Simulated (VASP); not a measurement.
Wanted: the native input for a VASP 6.6.1 run.

| Item | Value |
| --- | --- |
| Task | single point |
| Functional | PBE |
| Potentials or basis | VASP PAW PBE potentials, release 64 (Al) |
| Cutoff | 350 eV |
| k mesh | 18 × 18 × 18 |
| Occupations | gaussian, width 0.1 eV |
| Spin | no spin polarisation |
| Further INCAR settings | ALGO = Normal; EDIFF = 1e-07 |

The structure of Al lies in POSCAR:

```
Al                                      
1.0
    0.0000000000      1.9995890731      1.9995890731
    1.9995890731      0.0000000000      1.9995890731
    1.9995890731      1.9995890731      0.0000000000
  Al            
     1
Direct
     0.0000000000000000    0.0000000000000000    0.0000000000000000
```

The cell isn't the ideal one: a relaxed cell with its volume scaled by 0.97.

One way to write it, as run:

INCAR

```
ALGO = Normal
EDIFF = 1E-7
ENCUT = 350
GGA = PE
ISIF = 2
ISMEAR = 0
LASPH = True
LCHARG = False
LREAL = False
LWAVE = False
NELM = 80
PREC = Accurate
SIGMA = 0.1
```

KPOINTS

```
k-points
0
Gamma
  18 18 18
```

Potentials or basis: VASP PAW PBE potentials, release 64 (Al).

Run with:

```sh
$ cat potpaw_PBE.64/Al/POTCAR > POTCAR
$ mpirun -np 1 vasp_std > vasp.out
```

Results of the run:

```yaml
Pressure: 2.5 GPa
Band_gap_on_the_k_mesh: none (metal or under the smearing width)
```

Run time: 5.5 s on 1 thread of Intel(R) Xeon(R) 6975P-C (Granite Rapids), with other jobs on the host, peak memory 0.12 GiB.
